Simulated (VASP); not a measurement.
Here is the system:

```xyz
8
Lattice="5.5451 0.0000 0.0000 0.0000 5.5451 0.0000 0.0000 0.0000 5.5451" Properties=species:S:1:pos:R:3 pbc="T T T"
In     0.0000     0.0000     0.0000
P      1.4435     1.4435     1.4435
P      4.1016     4.1016     1.4435
P      4.1016     1.4435     4.1016
P      1.4435     4.1016     4.1016
Ga     2.7726     2.7726     0.0000
Ga     2.7726     0.0000     2.7726
Ga     0.0000     2.7726     2.7726
```

The numbers are results of PBEsol GGA, VASP's PBE PAW potentials (set 64) (plane waves; VASP), not measurements. Settings: 400 eV cut-off, 5×5×5 Γ-centred mesh, tetrahedra with Blöchl corrections, potentials In_d P Ga_d.

Task: The job: Ga3InP4 (ordered alloy cell), 8 atoms, PBEsol, static run, 400 eV, 5×5×5 Γ-centred mesh. Roughly how much core time does it take on a busy server core?

Result: About 70 core-seconds (one run on a shared machine, a rough figure). It had 10 irreducible k-points, 43 bands, up to 3116 plane waves and 16 electronic steps.

The structure was generated: Ga3InP4 was put into an ordered model structure (P-43m), which need not be its known phase. It was relaxed first.
